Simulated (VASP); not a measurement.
OSZICAR of a VASP run on MoS2 (2H layered):

### OSZICAR
```
...
   3 F= -.46900024E+02 E0= -.46900024E+02  d E =-.110907E-02
       N       E                     dE             d eps       ncg     rms          rms(c)
DAV:   1    -0.469013804048E+02   -0.13552E-02   -0.77486E-02   992   0.151E+00    0.266E-01
DAV:   2    -0.469008835941E+02    0.49681E-03   -0.70904E-03  1123   0.493E-01    0.188E-01
DAV:   3    -0.469007481759E+02    0.13542E-03   -0.48222E-04  1159   0.126E-01    0.853E-02
DAV:   4    -0.469007049125E+02    0.43263E-04   -0.32105E-04  1144   0.857E-02    0.344E-02
DAV:   5    -0.469007025114E+02    0.24011E-05   -0.20678E-05  1169   0.248E-02    0.170E-02
DAV:   6    -0.469007012712E+02    0.12402E-05   -0.21432E-06   834   0.775E-03    0.819E-03
DAV:   7    -0.469007007158E+02    0.55534E-06   -0.10223E-06   580   0.459E-03
   4 F= -.46900701E+02 E0= -.46900701E+02  d E =-.676310E-03
       N       E                     dE             d eps       ncg     rms          rms(c)
DAV:   1    -0.469025958304E+02   -0.18946E-02   -0.15522E-01   992   0.214E+00    0.393E-01
DAV:   2    -0.469015951429E+02    0.10007E-02   -0.14288E-02  1109   0.701E-01    0.262E-01
DAV:   3    -0.469013220823E+02    0.27306E-03   -0.99160E-04  1131   0.182E-01    0.117E-01
DAV:   4    -0.469012380878E+02    0.83994E-04   -0.63263E-04  1123   0.121E-01    0.478E-02
DAV:   5    -0.469012338117E+02    0.42761E-05   -0.41907E-05  1155   0.351E-02    0.238E-02
DAV:   6    -0.469012318990E+02    0.19127E-05   -0.41507E-06  1062   0.105E-02    0.110E-02
DAV:   7    -0.469012311248E+02    0.77421E-06   -0.12509E-06   651   0.550E-03
   5 F= -.46901231E+02 E0= -.46901231E+02  d E =-.120672E-02
       N       E                     dE             d eps       ncg     rms          rms(c)
DAV:   1    -0.469062201373E+02   -0.49882E-02   -0.62100E-01   992   0.428E+00    0.802E-01
DAV:   2    -0.469022122455E+02    0.40079E-02   -0.56999E-02  1101   0.140E+00    0.526E-01
DAV:   3    -0.469011429148E+02    0.10693E-02   -0.38635E-03  1124   0.362E-01    0.238E-01
DAV:   4    -0.469008090002E+02    0.33391E-03   -0.26743E-03  1123   0.246E-01    0.967E-02
DAV:   5    -0.469007872547E+02    0.21745E-04   -0.18693E-04  1120   0.743E-02    0.470E-02
DAV:   6    -0.469007816928E+02    0.55620E-05   -0.15781E-05  1093   0.206E-02    0.230E-02
DAV:   7    -0.469007802150E+02    0.14777E-05   -0.71198E-06  1064   0.120E-02    0.530E-03
DAV:   8    -0.469007801068E+02    0.10826E-06   -0.13772E-06   643   0.672E-03
   6 F= -.46900780E+02 E0= -.46900780E+02  d E =-.755701E-03
       N       E                     dE             d eps       ncg     rms          rms(c)
DAV:   1    -0.469042620507E+02   -0.34818E-02   -0.33299E-01   992   0.312E+00    0.555E-01
DAV:   2    -0.469020478124E+02    0.22142E-02   -0.30185E-02  1101   0.102E+00    0.374E-01
DAV:   3    -0.469014886078E+02    0.55920E-03   -0.20196E-03  1110   0.262E-01    0.169E-01
DAV:   4    -0.469013106034E+02    0.17800E-03   -0.12923E-03  1131   0.171E-01    0.635E-02
DAV:   5    -0.469013061700E+02    0.44334E-05   -0.91808E-05  1157   0.530E-02    0.348E-02
DAV:   6    -0.469013055234E+02    0.64659E-06   -0.89862E-06  1071   0.158E-02
   7 F= -.46901306E+02 E0= -.46901306E+02  d E =-.128112E-02
       N       E                     dE             d eps       ncg     rms          rms(c)
DAV:   1    -0.469017921803E+02   -0.48601E-03   -0.10868E-02   999   0.694E-01    0.151E-01
DAV:   2    -0.469015780066E+02    0.21417E-03   -0.21363E-03  1104   0.288E-01    0.910E-02
DAV:   3    -0.469015185882E+02    0.59418E-04   -0.22799E-04  1102   0.748E-02    0.258E-02
DAV:   4    -0.469015097288E+02    0.88594E-05   -0.41500E-05  1036   0.336E-02    0.191E-02
DAV:   5    -0.469015086509E+02    0.10779E-05   -0.36414E-06   878   0.125E-02    0.141E-02
DAV:   6    -0.469015071440E+02    0.15069E-05   -0.20718E-06   674   0.793E-03    0.180E-03
DAV:   7    -0.469015069988E+02    0.14522E-06   -0.43000E-07   559   0.393E-03
   8 F= -.46901507E+02 E0= -.46901507E+02  d E =-.201475E-03
       N       E                     dE             d eps       ncg     rms          rms(c)
DAV:   1    -0.469045972019E+02   -0.30901E-02   -0.98446E-02   999   0.209E+00    0.450E-01
DAV:   2    -0.469026802835E+02    0.19169E-02   -0.19351E-02  1096   0.865E-01    0.278E-01
DAV:   3    -0.469021483062E+02    0.53198E-03   -0.20080E-03  1072   0.223E-01    0.795E-02
DAV:   4    -0.469020709904E+02    0.77316E-04   -0.40982E-04  1096   0.102E-01    0.565E-02
DAV:   5    -0.469020679285E+02    0.30620E-05   -0.36365E-05  1175   0.388E-02    0.431E-02
DAV:   6    -0.469020618268E+02    0.61017E-05   -0.18287E-05  1058   0.212E-02    0.611E-03
DAV:   7    -0.469020609845E+02    0.84229E-06   -0.33465E-06   891   0.101E-02
   9 F= -.46902061E+02 E0= -.46902061E+02  d E =-.755461E-03
       N       E                     dE             d eps       ncg     rms          rms(c)
DAV:   1    -0.469130778361E+02   -0.11016E-01   -0.39277E-01   999   0.417E+00    0.900E-01
DAV:   2    -0.469054393923E+02    0.76384E-02   -0.77547E-02  1096   0.173E+00    0.557E-01
DAV:   3    -0.469033077812E+02    0.21316E-02   -0.81037E-03  1080   0.447E-01    0.160E-01
DAV:   4    -0.469029924173E+02    0.31536E-03   -0.15841E-03  1074   0.203E-01    0.115E-01
DAV:   5    -0.469029857466E+02    0.66707E-05   -0.13472E-04  1181   0.745E-02    0.846E-02
DAV:   6    -0.469029690210E+02    0.16726E-04   -0.72851E-05  1193   0.419E-02    0.127E-02
DAV:   7    -0.469029671731E+02    0.18479E-05   -0.12865E-05  1114   0.191E-02    0.348E-03
DAV:   8    -0.469029671969E+02   -0.23775E-07   -0.26437E-07   650   0.330E-03
  10 F= -.46902967E+02 E0= -.46902967E+02  d E =-.166167E-02
       N       E                     dE             d eps       ncg     rms          rms(c)
DAV:   1    -0.469443158398E+02   -0.41349E-01   -0.15638E+00   999   0.831E+00    0.180E+00
DAV:   2    -0.469140162293E+02    0.30300E-01   -0.31223E-01  1096   0.348E+00    0.112E+00
DAV:   3    -0.469053779325E+02    0.86383E-02   -0.32430E-02  1064   0.899E-01    0.324E-01
DAV:   4    -0.469040975462E+02    0.12804E-02   -0.65008E-03  1090   0.405E-01    0.230E-01
DAV:   5    -0.469040816876E+02    0.15859E-04   -0.54821E-04  1197   0.150E-01    0.171E-01
DAV:   6    -0.469040300931E+02    0.51594E-04   -0.27833E-04  1210   0.827E-02    0.280E-02
DAV:   7    -0.469040258134E+02    0.42797E-05   -0.51047E-05  1132   0.375E-02    0.702E-03
DAV:   8    -0.469040259283E+02   -0.11483E-06   -0.11391E-06   774   0.599E-03
  11 F= -.46904026E+02 E0= -.46904026E+02  d E =-.272040E-02
       N       E                     dE             d eps       ncg     rms          rms(c)
DAV:   1    -0.470632257589E+02   -0.15920E+00   -0.61964E+00   992   0.165E+01    0.361E+00
DAV:   2    -0.469442660937E+02    0.11896E+00   -0.12615E+00  1096   0.701E+00    0.224E+00
DAV:   3    -0.469090073261E+02    0.35259E-01   -0.13208E-01  1064   0.182E+00    0.660E-01
DAV:   4    -0.469037505030E+02    0.52568E-02   -0.27292E-02  1106   0.807E-01    0.461E-01
DAV:   5    -0.469036971668E+02    0.53336E-04   -0.23277E-03  1214   0.307E-01    0.349E-01
DAV:   6    -0.469035367718E+02    0.16040E-03   -0.10189E-03  1248   0.161E-01    0.697E-02
DAV:   7    -0.469035293180E+02    0.74538E-05   -0.19050E-04  1176   0.706E-02    0.146E-02
DAV:   8    -0.469035299866E+02   -0.66859E-06   -0.45784E-06  1082   0.112E-02
  12 F= -.46903530E+02 E0= -.46903530E+02  d E =-.222446E-02
       N       E                     dE             d eps       ncg     rms          rms(c)
DAV:   1    -0.469628483850E+02   -0.59319E-01   -0.22895E+00   999   0.999E+00    0.214E+00
DAV:   2    -0.469172234036E+02    0.45625E-01   -0.42394E-01  1088   0.406E+00    0.129E+00
DAV:   3    -0.469059959088E+02    0.11227E-01   -0.42839E-02  1072   0.103E+00    0.375E-01
DAV:   4    -0.469042448621E+02    0.17510E-02   -0.84616E-03  1056   0.483E-01    0.277E-01
DAV:   5    -0.469042443105E+02    0.55152E-06   -0.69532E-04  1152   0.170E-01    0.188E-01
DAV:   6    -0.469041999228E+02    0.44388E-04   -0.43147E-04  1223   0.991E-02    0.228E-02
DAV:   7    -0.469041993599E+02    0.56288E-06   -0.76005E-05  1090   0.479E-02    0.681E-03
DAV:   8    -0.469041995253E+02   -0.16538E-06   -0.15731E-06   816   0.765E-03
  13 F= -.46904200E+02 E0= -.46904200E+02  d E =-.289400E-02
       N       E                     dE             d eps       ncg     rms          rms(c)
DAV:   1    -0.469045317027E+02   -0.33234E-03   -0.12833E-02  1006   0.750E-01    0.161E-01
DAV:   2    -0.469042780490E+02    0.25365E-03   -0.24730E-03  1110   0.309E-01    0.989E-02
DAV:   3    -0.469042119280E+02    0.66121E-04   -0.25298E-04  1095   0.790E-02    0.285E-02
DAV:   4    -0.469042018273E+02    0.10101E-04   -0.49939E-05  1115   0.364E-02    0.205E-02
DAV:   5    -0.469042027492E+02   -0.92184E-06   -0.39230E-06   858   0.130E-02
  14 F= -.46904203E+02 E0= -.46904203E+02  d E =-.289723E-02
       N       E                     dE             d eps       ncg     rms          rms(c)
DAV:   1    -0.469043054919E+02   -0.10366E-03   -0.57970E-03   999   0.378E-01    0.110E-01
DAV:   2    -0.469043205902E+02   -0.15098E-04   -0.40592E-04  1243   0.982E-02    0.355E-02
DAV:   3    -0.469043174237E+02    0.31665E-05   -0.10080E-04  1065   0.466E-02    0.358E-02
DAV:   4    -0.469043133156E+02    0.41081E-05   -0.12370E-05  1086   0.200E-02    0.183E-02
DAV:   5    -0.469043121222E+02    0.11934E-05   -0.78474E-06  1044   0.151E-02    0.393E-03
DAV:   6    -0.469043119390E+02    0.18323E-06   -0.44761E-07   566   0.486E-03
  15 F= -.46904312E+02 E0= -.46904312E+02  d E =-.109190E-03
```

**Question.** Which electronic solver shows in the log?

**Answer.** It is blocked Davidson (ALGO = Normal, or the opening steps of other solvers). The INCAR had ALGO = Normal.

**Question.** Can the final energy be trusted as converged?

**Answer.** Self-consistency was reached. It stopped with EDIFF = 1E-6, NELM = 100, NSW = 60 and EDIFFG = -0.02 after 15 ionic steps (PBEsol GGA, plane waves, VASP's PBE PAW potentials (set 64)). Energy and stress use the plane-wave basis of the starting cell. Without a dispersion term in the relaxation, distances and binding between the weakly bound layers, chains or molecules are unreliable, and so is what depends on them.

The compound is MoS2 in the 2H layered structure. This run relaxes it. Symmetry was kept, so distortions that lower it aren't found. The start is the result of an earlier pass.
